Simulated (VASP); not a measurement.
Method: r2SCAN meta-GGA, VASP's PBE PAW potentials (set 64) (plane waves; VASP).

Input for VASP

### INCAR
```
SYSTEM = CaO
PREC = Accurate; ENCUT = 600; LREAL = .False.
LASPH = .True.
EDIFF = 1E-7; NELM = 100; ALGO = Normal
LMIXTAU = .True.
ISMEAR = 0; SIGMA = 0.05
METAGGA = R2SCAN
ISIF = 2
LWAVE = .False.; LCHARG = .False.
```

File POSCAR:
```
CaO
2.4050
  0.0000000000   1.0000000000   1.0000000000
  1.0000000000   0.0000000000   1.0000000000
  1.0000000000   1.0000000000   0.0000000000
Ca O
1 1
Cart
  0.0000000000   0.0000000000   0.0000000000
  1.0000000000   1.0000000000   1.0000000000
```

KPOINTS:
```
Automatic mesh
0
Gamma
10 10 10
0 0 0
```

POTCAR, in this order: Ca_sv O (PBE.64 set). Program: vasp_std.

Output of the run:

OSZICAR:
```
       N       E                     dE             d eps       ncg     rms          rms(c)
DAV:   1     0.137878225284E+03    0.13788E+03   -0.96056E+03  1128   0.156E+03
DAV:   2    -0.178244313145E+02   -0.15570E+03   -0.14651E+03  1324   0.366E+02
DAV:   3    -0.249959005975E+02   -0.71715E+01   -0.71114E+01  1464   0.831E+01
DAV:   4    -0.252728857470E+02   -0.27699E+00   -0.27670E+00  1636   0.142E+01
DAV:   5    -0.252772258504E+02   -0.43401E-02   -0.43399E-02  1440   0.169E+00    0.768E+00
DAV:   6    -0.194724083387E+02    0.58048E+01   -0.55711E+00  1360   0.310E+01    0.277E+00
DAV:   7    -0.195510231041E+02   -0.78615E-01   -0.14780E+00  1556   0.123E+01    0.233E+00
DAV:   8    -0.204134037263E+02   -0.86238E+00   -0.18357E+00  1452   0.154E+01    0.223E+00
DAV:   9    -0.193583594819E+02    0.10550E+01   -0.85159E-01  1596   0.112E+01    0.255E-01
DAV:  10    -0.194577695140E+02   -0.99410E-01   -0.73393E-02  1364   0.336E+00    0.125E-01
DAV:  11    -0.194579837797E+02   -0.21427E-03   -0.11489E-03  1500   0.364E-01    0.124E-01
DAV:  12    -0.194578890660E+02    0.94714E-04   -0.75943E-05  1416   0.860E-02    0.144E-01
DAV:  13    -0.194573576715E+02    0.53139E-03   -0.45071E-03  1296   0.860E-01    0.733E-02
DAV:  14    -0.194575289642E+02   -0.17129E-03   -0.99777E-05  1608   0.105E-01    0.780E-02
DAV:  15    -0.194577199209E+02   -0.19096E-03   -0.20859E-04  1160   0.184E-01    0.517E-02
DAV:  16    -0.194577178234E+02    0.20974E-05   -0.12797E-04  1240   0.149E-01    0.292E-02
DAV:  17    -0.194577270814E+02   -0.92579E-05   -0.90658E-06  1644   0.384E-02    0.241E-02
DAV:  18    -0.194577205587E+02    0.65227E-05   -0.91509E-06  1200   0.420E-02    0.130E-02
DAV:  19    -0.194577198845E+02    0.67414E-06   -0.54196E-06  1176   0.263E-02    0.396E-03
DAV:  20    -0.194577196631E+02    0.22142E-06   -0.11703E-06  1332   0.106E-02    0.179E-03
DAV:  21    -0.194577194710E+02    0.19217E-06   -0.52426E-08   720   0.286E-03    0.130E-03
DAV:  22    -0.194577190731E+02    0.39782E-06   -0.23026E-07  1132   0.441E-03    0.599E-04
DAV:  23    -0.194577192349E+02   -0.16180E-06   -0.12829E-08   600   0.161E-03    0.314E-04
DAV:  24    -0.194577191809E+02    0.54036E-07   -0.30481E-09   596   0.600E-04
   1 F= -.19457719E+02 E0= -.19457719E+02  d E =-.575899E-14
```

File OUTCAR:
```
------------------------ aborting loop because EDIFF is reached ----------------------------------------
  FORCE on cell =-STRESS in cart. coord.  units (eV):
  Direction    XX          YY          ZZ          XY          YZ          ZX
  --------------------------------------------------------------------------------------
  Total       -0.0315682     -0.0315682     -0.0315682      0.0000000      0.0000000     -0.0000000
  in kB       -1.8179621     -1.8179621     -1.8179621      0.0000000      0.0000000     -0.0000000
  external PRESSURE =      -1.8179621 kB  Pullay stress =       0.0000000 kB
  volume of cell :       27.82
      direct lattice vectors                 reciprocal lattice vectors
     0.000000000  2.405000000  2.405000000    -0.207900208  0.207900208  0.207900208
     2.405000000  0.000000000  2.405000000     0.207900208 -0.207900208  0.207900208
     2.405000000  2.405000000  0.000000000     0.207900208  0.207900208 -0.207900208
  FREE ENERGIE OF THE ION-ELECTRON SYSTEM (eV)
  ---------------------------------------------------
  free  energy   TOTEN  =       -19.4577191809 eV

  energy  without entropy=      -19.4577191809  energy(sigma->0) =      -19.45771918
```
(Selected blocks of OUTCAR.)

The compound is CaO in the rock salt structure. The cell was not relaxed at this level.
